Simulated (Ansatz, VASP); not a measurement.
# Y: VASP beside Ansatz, part 2 of 2

Aim: how closely do two programs agree when they are given the same cell, functional and k mesh? The cell is taken from a series of runs on this material, whose earlier steps may have relaxed, scaled, displaced or heated it; both programs get it as it stands.

VASP 6.6.1 and Ansatz 0.2.0.

So far: The starting structure; VASP: zone-centre phonons, LDA.

## Step 3: Ansatz: zone-centre phonons, LDA

Level of this step: Ansatz beside VASP: Kohn-Sham DFT, plane waves, LDA (Ansatz).

Ansatz runs on its PAW soft_1 files.

The same cell, functional (in two slightly different forms), mesh and smearing now go to Ansatz, which takes its cutoff from its data sets.

The input, input.yaml:

```yaml
crystal:
  lattice:
    - [3.5799403402, 0.0, 0.0]
    - [-1.7899701701, 3.1003192786, 0.0]
    - [0.0, 0.0, 5.2853692154]
  atoms:
    - { symbol: "Y", position: [0.3333332229, 0.6666667771, 0.25] }
    - { symbol: "Y", position: [0.6666667771, 0.3333332229, 0.75] }
kpoints:
  mp_grid: { grid: [15, 15, 8] }
hamiltonian:
  xc: lda
  pseudopotentials: { kind: paw, azcp: { folder: soft_1 }, xc_functional: pbe }
scf:
  occupations: { method: methfessel_paxton, width: 0.2 }
output:
  eigenvalues: true
phonons:
  method: dfpt
```

Launch:

```bash
$ ansatz run input.yaml --threads 4 --pin off --max-ram 10240MiB --backend cpu --events-out ev --progress --plain --runs-dir out
```

Numbers of over 12 decimals in the logs are rounded to 6 here.

Log:

```text
Warning: the atoms were moved onto the symmetric positions of the space group found under crystal.symmetry.tolerance 1.0e-5 (fractional; no operation is sought that the atoms, as they stand in a round, miss by more than twice it, and no atom is moved by as much as it), and the run uses the moved positions. Before a round's move an operation carried an atom to 1.19e-6 Å from where it should land, the largest such dist [...]
zone centre: on kpoints.mp_grid the ground state, and the responses unless they are solved on pairs of k-points, stand on 320 of the mesh's 1800 k-points, reduced under 4 symmetry operations, with k and −k counted as one. Each operation leaves every solved displacement unchanged or reverses it
Engine: ansatz 0.2.0, x86_64-unknown-linux-gnu
Pseudopotentials: kind: paw
Pseudopotential: Y, paw, valence charge 11, recommended cutoff 420 eV (normal), soft_1/Y.paw.azcp
Functional definition: SPW92
  exchange = slater_x
  correlation = pw_c
Crystal: 2 atoms, lattice volume = 58.662 Å³
Basis set: ecut = 420 eV, 1139 PW (Γ), exchange–correlation on 48×48×72 points (8 copies of the dense FFT grid, shifted against one another)
Bands: 15, of which v1, the nominal top of the filled ones, is band 11 counted from 1 (10 counted from 0)
Symmetry: 24 space group operations
k-points: 320 of 1800 (irreducible under 4 space group operations, time reversal used)
Non-local potential: Y, projectors of the file, l = 0: 3, l = 1: 2, l = 2: 2, l = 3: 1
PAW form: soft (Blöchl's): semilocal exchange-correlation on the pseudo side does not see the compensation charge
PAW frozen core: Y, regenerated for the run's functional, and the local potential with it (the file was generated under x = pbe(κ = 0.804, μ = 0.219515), c = pbe(β = 0.066725))
PAW one-centre angular grid: Y, 590 points (default); XC on 64 Gauss nodes
Initial density: superposition of atomic densities (chi_scale 0.1, normalization cell)
Initial wavefunctions: pseudopotential atomic-orbital guess
Functional: x = slater, c = lda
SCF iter   1: F=—  HF=-7491.179421 eV  |F-HF|=—  |Δ(HF+E_count)|=         —  Δρ=1.27e-2  dr2=1.41e-1  ethr=3.10e-3  ⟨swp⟩=4.4  Hψ=20627  notcnv=0
preconditioner: auto → none  [metal: Δε(μ)=0.018 eV  Ē_g=2.748 eV  σ=0.200 eV  W_gap=0.08  n_scr=8 (ndim 8)  ℏωp=11.9 eV  f_vac=0.000  D(μ)=3.14/eV (n_scr^D=22)  sad-step TF]
SCF iter   2: F=—  HF=-7491.149045 eV  |F-HF|=—  |Δ(HF+E_count)|=   3.04e-2  S|Δr|=    0.00e0  Δρ=8.22e-3  dr2=5.88e-2  ethr=6.43e-4  ⟨swp⟩=1.0  Hψ=7360  notcnv=0
SCF iter   3: F=—  HF=-7491.128163 eV  |F-HF|=—  |Δ(HF+E_count)|=   2.09e-2  S|Δr|=    0.00e0  Δρ=7.22e-4  dr2=4.51e-4  ethr=2.67e-4  ⟨swp⟩=2.9  Hψ=8031  notcnv=0
SCF iter   4: F=—  HF=-7491.128012 eV  |F-HF|=—  |Δ(HF+E_count)|=   1.51e-4  S|Δr|=    0.00e0  Δρ=1.27e-4  dr2=6.81e-6  ethr=2.05e-6  ⟨swp⟩=2.0  Hψ=8462  notcnv=0
SCF iter   5: F=—  HF=-7491.128016 eV  |F-HF|=—  |Δ(HF+E_count)|=   3.89e-6  S|Δr|=    0.00e0  Δρ=3.79e-5  dr2=6.68e-7  ethr=3.10e-8  ⟨swp⟩=2.8  Hψ=8201  notcnv=0
SCF iter   6: F=—  HF=-7491.128015 eV  |F-HF|=—  |Δ(HF+E_count)|=   4.45e-7  S|Δr|=    0.00e0  Δρ=7.01e-6  dr2=2.16e-8  ethr=3.03e-9  ⟨swp⟩=2.8  Hψ=8392  notcnv=0  defer=2
SCF iter   7: F=—  HF=-7491.128015 eV  |F-HF|=—  |Δ(HF+E_count)|=   9.97e-9  S|Δr|=    0.00e0  Δρ=4.42e-7  dr2=5.09e-11  ethr=9.84e-11  ⟨swp⟩=2.0  Hψ=8314  notcnv=0  defer=2
SCF iter   8: F=-7491.128015 eV  HF=-7491.128015 eV  |F-HF|=1.82e-12  |Δ(HF+E_count)|=  9.09e-12  S|Δr|=    0.00e0  Δρ=4.49e-8  dr2=5.23e-13  ethr=1.00e-12  ⟨swp⟩=5.2  Hψ=18529  notcnv=0
SCF 1 converged in 8 iterations: F = -7491.128015 eV  dr2 = 5.23e-13
  greatest PAW one-centre occupation: 0.992 electrons in one spin orbital (limit 2), on the Y atom at site 1 (counted from 0), in its partial waves of l = 0
DFPT response loops at Γ: preconditioner auto → Kerker (q_TF=auto, 2.317 Å⁻¹) (partly filled bands, converged f_vac=0.000); β = 1.00, the filter's whole step (`scf.mixing.beta` (0.50) is not read by the response loops under this deck's `scf.mixing.preconditioner`; to damp them name `kerker` or `kerker_dos`, under which they read `scf.mixing.beta`, and type it under 1.00, their step now; both keys bind the ground state too); Broyden in place of MSR1
SCF converged after 8 iterations
Stability not checked: this state was not tested for a lower state beside it, because cold or Methfessel-Paxton smearing, or corrected tetrahedra, fill the levels in a way that the test cannot read (fill_not_monotonic; see scf.lower_state_search)
Free energy (F): -7491.128015 eV
Harris-Foulkes:  -7491.128015 eV  (|F-HF|=1.82e-12)
Internal energy: -7491.129649 eV  (E = F + TS)
E sigma→0 (E₀):  -7491.128424 eV
Entropy (-TS):   0.001633 eV (0.817 meV/atom)
Fermi energy:    10.429283 eV
--- Per-component energies (eV) ---
  E_band       = -214.098648
  E_kinetic    = 635.134982
  E_local      = -1133.111631  (includes V_loc(G=0)·N_el)
  E_nonlocal   = 62.302128
  E_hartree    = 357.891998
  E_xc         = -354.634521
  E_vxc        = -410.843730  (∫ρ·V_xc dr)
  E_paw        = -5429.763316  (= ΣΔE_a)
  E_vpaw       = -83.364427  (= ΣTr[D̂ρ^β])
  E_aug_tail   = 0.000045  (compensation charges beyond the density's cutoff)
  E_ewald      = -1629.608505
  E_core_change = 0.659170  (= ΣΔE_core)
  E_smearing   = 0.001633  (= −TS)
  E_closure    = -0.000000  (closes the sum)
  Σ components = -7491.128015   (vs F -7491.128015, Δ=0.00e0)
--- Band table (eV; the first three rows and the last of 320) ---
  k-point 0: bands = [... 7 lower, -11.4161, 5.6691, 8.4600, 12.1254, 12.1254, 12.2528, 12.9535, 12.9535]
  k-point 1: bands = [... 7 lower, -11.4562, 5.7964, 8.4402, 12.0046, 12.0046, 12.0498, 12.8086, 12.8086]
  k-point 2: bands = [... 7 lower, -11.5412, 6.1622, 8.3161, 11.6699, 11.8538, 11.8538, 12.4900, 12.4900]
  k-point 319: bands = [... 7 lower, -11.5797, 9.0703, 9.0703, 10.6412, 10.6412, 11.2632, 11.2632, 13.1067]
--- Phonons (Γ-DFPT): 2 representative perturbations + reference, on 320 of 1800 k-points (Σ response iterations 6) ---
  k mesh reduced under 4 symmetry operations, with k and −k counted as one. Each operation leaves every solved displacement unchanged or reverses it
  ASR residual: 3.609e-5 → 0.000e0 eV/Å²; symmetrization residual: 1.963e-13 eV/Å²
  ASR residual per site (eV/Å²): 3.61e-5 3.61e-5
  Γ frequencies (cm⁻¹): 0.00 0.00 0.00 95.92 95.92 183.10
  non-analytic LO–TO correction: not included (Born effective charges unavailable; polar crystals: no LO–TO splitting at Γ)
```

The column dr2 measures how far the density is from self-consistency, as an energy; F and HF (Harris–Foulkes) agree once it is small.

## Step 4: Side by side

Known differences besides the potentials themselves: the two LDA forms differ slightly; the cutoff is 420 eV in Ansatz and 500 eV in VASP; VASP's log shows a relativistic correction to its local exchange, Ansatz's none. Total energies have different zeros and are not compared.

Both answers:

```
                  quantity  Ansatz   VASP  difference
optical mode 1 to 2 (cm⁻¹)    95.9   96.0     -0.06 %
     optical mode 3 (cm⁻¹)   183.1  183.6     -0.28 %
```

Modes are paired by rising frequency, not by their patterns, so a pair may set unlike modes beside each other; they are those without the splitting of longitudinal modes.

## Step 5: What came out

- r.m.s. difference of the optical zone-centre modes, each program's sorted by frequency (zone-centre phonons, LDA): 0.30 cm⁻¹

The r.m.s. difference of the optical zone-centre modes, each program's sorted by frequency is 0.30 cm⁻¹ (zone-centre phonons, LDA). Such differences can come from data sets, numerical settings and the points named under the comparisons, not from the functional's error against experiment.

[Lines on the potential files, build, host, timing and source positions are cut from VASP's logs without a mark.]

[Logs are printed without paths, hosts, clocks, repeated set-up lines and the standing remarks that a program may print on its own settings, such as how far it seeks lower states.]

[Hosts, paths, dates, database ids (printed as entryN), source tags and the programs' standing remarks are cut or masked in the printed files.]
